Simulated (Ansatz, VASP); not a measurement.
## MgAs2C in VASP and in Ansatz

INCAR

```
SYSTEM = MgAs2C
PREC = Accurate ; ENCUT = 520
EDIFF = 1E-6 ; ISMEAR = -1
SIGMA = 0.02 ; LREAL = .FALSE.
LASPH = .TRUE. ; NELM = 100
ALGO = Normal ; ISIF = 2
LWAVE = .FALSE. ; LCHARG = .TRUE.
GGA = PE ; LELF = .TRUE.
LVHAR = .TRUE. ; NBANDS = 26
```

The input KPOINTS:

```
regular mesh
0
G
  6 6 6
  0 0 0
```

The input POSCAR:

```
MgAs2C
1.0
   -2.8983033891      2.8983033891      4.1662669726
    2.8983033891     -2.8983033891      4.1662669726
    2.8983033891      2.8983033891     -4.1662669726
Mg As C
2 4 2
Direct
    0.0000000000      0.0000000000      0.0000000000
    0.7500000000      0.2500000000      0.5000000000
    0.3750000000      0.4596287767      0.5846287767
    0.2096287767      0.6250000000      0.0846287767
    0.8750000000      0.7903712233      0.4153712233
    0.5403712233      0.1250000000     -0.0846287767
    0.5000000000      0.5000000000      0.0000000000
    0.2500000000      0.7500000000      0.5000000000
```

Input for Ansatz:

```yaml
crystal:
  lattice:
    - [-2.8983033891, 2.8983033891, 4.1662669726]
    - [2.8983033891, -2.8983033891, 4.1662669726]
    - [2.8983033891, 2.8983033891, -4.1662669726]
  atoms:
    - { symbol: Mg, position: [0.0, 0.0, 0.0] }
    - { symbol: As, position: [0.375, 0.4596287767, 0.5846287767] }
    - { symbol: Mg, position: [0.75, 0.25, 0.5] }
    - { symbol: As, position: [0.2096287767, 0.625, 0.0846287767] }
    - { symbol: C, position: [0.5, 0.5, 0.0] }
    - { symbol: As, position: [0.875, 0.7903712233, 0.4153712233] }
    - { symbol: C, position: [0.25, 0.75, 0.5] }
    - { symbol: As, position: [0.5403712233, 0.125, -0.0846287767] }
kpoints:
  mp_grid: { grid: [6, 6, 6] }
  band_path:
    path:
      - [[0.0, 0.0, 0.0], [1.598890336879e-17, -1.598890336879e-17, 0.5], [0.25, 0.25, 0.25], [-1.224376992604e-17, 0.5, 1.224376992604e-17], [0.0, 0.0, 0.0], [0.5, 0.5, -0.5], [0.3709855508493, 0.6290144491507, -0.3709855508493]]
      - [[-0.3709855508493, 0.3709855508493, 0.3709855508493], [0.0, 0.0, 0.0]]
      - [[1.598890336879e-17, -1.598890336879e-17, 0.5], [-0.2419711016985, 0.2419711016985, 0.5]]
      - [[0.5, 0.5, -0.2419711016985], [0.5, 0.5, -0.5]]
    npoints: 10
hamiltonian:
  xc: pbe
scf:
  occupations: { method: fermi_dirac, width: 0.02 }
  n_extra_bands: 6
output:
  forces: true
  stress: true
  eigenvalues: true
```

The cell was built by a generator and needn't be a form met in nature.

Alike in both runs: task single point; functional PBE; k mesh 6 × 6 × 6; occupations fermi-dirac, width 0.02 eV; no spin polarisation.

|  | VASP | Ansatz |
| --- | --- | --- |
| version | VASP 6.6.1 | Ansatz 0.2.0 |
| potentials or method | VASP PAW PBE potentials, release 64 (Mg, As, C) | plane waves, PAW |
| plane-wave cutoff (eV) | 520 | 420 |
| valence electrons in the cell | 32 | 88 |

Ansatz gave:

```
pressure (GPa)                                  : 1.9
largest component of the traceless stress (GPa) : 0.64
rms of the force components (eV/Å)              : 0.005
```

Problem. Which values does VASP return?

Solution. Pressure (GPa): 2.2; largest component of the traceless stress (GPa): 0.72; rms of the force components (eV/Å): 0.028.

The two sets of potentials don't hold the same shells in valence.
